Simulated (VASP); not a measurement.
Given:

```yaml
crystal:
  lattice:
    - [0.00000, 2.73457, 2.73457]
    - [2.73457, 0.00000, 2.73457]
    - [2.73457, 2.73457, 0.00000]
  atoms:
    - { symbol: Cd, position: [0.00000, 0.00000, 0.00000] }
    - { symbol: F, position: [0.25000, 0.25000, 0.25000] }
    - { symbol: F, position: [0.75000, 0.75000, 0.75000] }
```

Computed with PBE GGA, VASP's PBE PAW potentials (set 64) (plane waves; VASP). Run with 600 eV cut-off, 8×8×8 Γ-centred mesh, Gaussian smearing of 0.050 eV, potentials Cd F.

**Question.** Estimate the energy per atom (σ→0), pressure, band gap (on the k-mesh) with the smallest direct gap where there is one.

**Answer.** 
The band gap (on the k-mesh) is 2.91 eV and the smallest direct gap (on the k-mesh) is 3.46 eV. The energy per atom (σ→0) is -3.636 eV/atom and the pressure is 1.02 GPa.

The absolute energy has meaning only against runs of the same code, potentials and settings.

The compound is CdF2 in the fluorite structure. It was relaxed first under an external pressure of 1 GPa.
